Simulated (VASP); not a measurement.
Here is the system:

```xyz
4
Lattice="3.9200 0.0000 0.0000 0.0000 3.9200 0.0000 0.0000 0.0000 3.9200" Properties=species:S:1:pos:R:3 pbc="T T T"
Ti     0.0000     0.0000     0.0000
Pt     0.0000     1.9600     1.9600
Pt     1.9600     0.0000     1.9600
Pt     1.9600     1.9600     0.0000
```

These are PBE GGA, VASP's PBE PAW potentials (set 64) (plane waves; VASP) values and carry that method's errors. Numerical set-up: 400 eV cut-off, 6×6×6 Γ-centred mesh, first-order Methfessel-Paxton smearing of 0.10 eV, potentials Ti_sv Pt.

Task: Give the stress tensor in GPa (positive for a compressed cell).

Result: 
```
4.76  0.00  0.00
0.00  4.76  0.00
0.00  0.00  4.76
```
The pressure is its mean diagonal, 4.76 GPa.

The compound is Pt3Ti in the L1_2 structure. The cell was not relaxed at this level.
